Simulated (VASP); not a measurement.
A cell of FeAl (CsCl type) near equilibrium:

```xyz
2
Lattice="2.8673 0.0000 0.0000 0.0000 2.8673 0.0000 0.0000 0.0000 2.8673" Properties=species:S:1:pos:R:3 pbc="T T T"
Al     1.4336     1.4336     1.4336
Fe     0.0000     0.0000     0.0000
```

Calculation: PBE GGA, VASP's PBE PAW potentials (set 64) (plane waves; VASP).

| run | ΔE (meV/atom) | σxx | σyy | σzz | largest shear component, with its sign (GPa) | largest force (eV/Å) |
|---|---|---|---|---|---|---|
| as it is | 0.0 | 0.23 | 0.23 | 0.23 | 0.00 | 0.000 |
| after one change | 12.3 | -7.14 | -7.14 | -7.14 | 0.00 | 0.000 |
Stress is in GPa, positive when the cell is compressed.

Which change was made?
A. isotropic strain of +4.0 %
B. atom 2 (Fe) moved by 0.075 Å along z
C. atom 2 (Fe) moved by -0.200 Å along x
D. isotropic strain of +1.5 %

D, isotropic strain of +1.5 %

The compound is FeAl in the CsCl type structure. The run is not spin-polarised, so no magnetic state was tried. The electron count is odd and the run is not spin-polarised, which forces a metal.
